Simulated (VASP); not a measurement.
Input:

```
C63O
1.0
    7.14656     0.00000     0.00000
    0.00000     7.14656     0.00000
    0.00000     0.00000     7.14656
C O
63 1
Direct
  0.50000   0.00000   0.00000
  0.62500   0.12500   0.12500
  0.75000   0.25000   0.00000
  0.87500   0.37500   0.12500
  0.75000   0.00000   0.25000
  0.87500   0.12500   0.37500
  0.00000   0.00000   0.00000
  0.12500   0.12500   0.12500
  0.25000   0.25000   0.00000
  0.37792   0.38136   0.12643
  0.50000   0.50000   0.00000
  0.62216   0.62562   0.13149
  0.75000   0.75000   0.00000
  0.87500   0.87500   0.12500
  0.25000   0.00000   0.25000
  0.37227   0.11994   0.38166
  0.49311   0.25553   0.24796
  0.63099   0.37361   0.37456
  0.74926   0.50572   0.25200
  0.87135   0.62747   0.37401
  0.50000   0.00000   0.50000
  0.62951   0.12693   0.63197
  0.75038   0.24643   0.49339
  0.87767   0.37215   0.62879
  0.75000   0.00000   0.75000
  0.87500   0.12500   0.87500
  0.00000   0.50000   0.00000
  0.12500   0.62500   0.12500
  0.25000   0.75000   0.00000
  0.37500   0.87500   0.12500
  0.00000   0.25000   0.25000
  0.12125   0.37912   0.37263
  0.24337   0.50652   0.25628
  0.38028   0.62782   0.37044
  0.50427   0.74842   0.25296
  0.62205   0.86934   0.37734
  0.00000   0.00000   0.50000
  0.12500   0.12500   0.62500
  0.24954   0.24481   0.50059
  0.37053   0.37374   0.62714
  0.61866   0.62441   0.61959
  0.75234   0.74523   0.50370
  0.87500   0.87500   0.62500
  0.25000   0.00000   0.75000
  0.37500   0.12500   0.87500
  0.50191   0.24640   0.75389
  0.61898   0.37874   0.87410
  0.75656   0.50381   0.74771
  0.87500   0.62500   0.87500
  0.00000   0.75000   0.25000
  0.12500   0.87500   0.37500
  0.00000   0.50000   0.50000
  0.13073   0.61865   0.62588
  0.25610   0.74468   0.49990
  0.37822   0.88047   0.61810
  0.00000   0.25000   0.75000
  0.12500   0.37500   0.87500
  0.24743   0.50185   0.74599
  0.37523   0.62668   0.87109
  0.49859   0.75340   0.74782
  0.62500   0.87500   0.87500
  0.00000   0.75000   0.75000
  0.12500   0.87500   0.87500
  0.49418   0.50123   0.50318
```
Cell charge +2.

Calculation: PBE GGA, VASP's PBE PAW potentials (set 64) (plane waves; VASP). Numerical set-up: PREC = Normal, LREAL = Auto, ISYM = 0, NELECT = 256.0, EDIFF = 1E-5, 400 eV cut-off, 1×1×1 Γ-centred mesh, Gaussian smearing of 0.050 eV, potentials C O.

The cell is charged, with a uniform compensating background. The supercell is sampled at Γ alone, which is coarse: total energies, pressure and levels can be off, energies of defects by several tenths of an eV.

The ions are relaxed. What does this cell relax into?

```
C63O
1.0
    7.14656     0.00000     0.00000
    0.00000     7.14656     0.00000
    0.00000     0.00000     7.14656
C O
63 1
Direct
  0.49993   0.00025   0.00025
  0.62623   0.12423   0.12424
  0.75021   0.24985   0.99965
  0.87591   0.37380   0.12416
  0.75023   0.99966   0.24985
  0.87599   0.12409   0.37384
  0.99995   0.00021   0.00010
  0.12501   0.12513   0.12510
  0.24968   0.24999   0.00063
  0.37534   0.37564   0.12486
  0.49990   0.50027   0.00021
  0.62454   0.62478   0.12482
  0.75012   0.75040   0.00054
  0.87500   0.87512   0.12503
  0.24973   0.00061   0.24995
  0.37538   0.12484   0.37565
  0.49908   0.24999   0.24998
  0.63636   0.36387   0.36387
  0.75027   0.50094   0.24984
  0.87530   0.62472   0.37547
  0.49995   0.00021   0.50019
  0.62457   0.12480   0.62473
  0.75025   0.24981   0.50095
  0.87525   0.37550   0.62471
  0.75016   0.00051   0.75035
  0.87499   0.12503   0.87505
  0.99983   0.50013   0.00025
  0.12412   0.62626   0.12438
  0.24967   0.75042   0.99975
  0.37382   0.87599   0.12436
  0.00047   0.24989   0.24989
  0.12458   0.37557   0.37556
  0.24966   0.49927   0.25002
  0.36477   0.63555   0.36527
  0.50088   0.75052   0.24986
  0.62462   0.87555   0.37548
  0.99991   0.00015   0.50018
  0.12413   0.12436   0.62633
  0.24970   0.24998   0.49929
  0.36468   0.36524   0.63561
  0.63419   0.63487   0.63486
  0.75016   0.75041   0.49913
  0.87563   0.87580   0.62612
  0.24967   0.99972   0.75041
  0.37379   0.12435   0.87601
  0.50084   0.24987   0.75052
  0.62454   0.37552   0.87552
  0.75012   0.49918   0.75040
  0.87562   0.62612   0.87584
  0.99948   0.75041   0.24990
  0.12403   0.87605   0.37408
  0.99992   0.50018   0.50016
  0.12455   0.62473   0.62476
  0.24946   0.75068   0.50098
  0.37527   0.87558   0.62482
  0.99942   0.24987   0.75040
  0.12391   0.37400   0.87616
  0.24939   0.50095   0.75075
  0.37526   0.62484   0.87558
  0.49903   0.75067   0.75067
  0.62595   0.87600   0.87603
  0.00032   0.75030   0.75036
  0.12488   0.87517   0.87515
  0.49923   0.50169   0.50175
```
Cell charge +2.

How much energy does the relaxation gain?

The energy (σ→0) changes by -40.7 meV/atom, in 12 ionic steps.

The cell is a supercell with a defect, built from C (diamond): O_C, charge +2. The run is not spin-polarised, so no state with unpaired spins was tried.
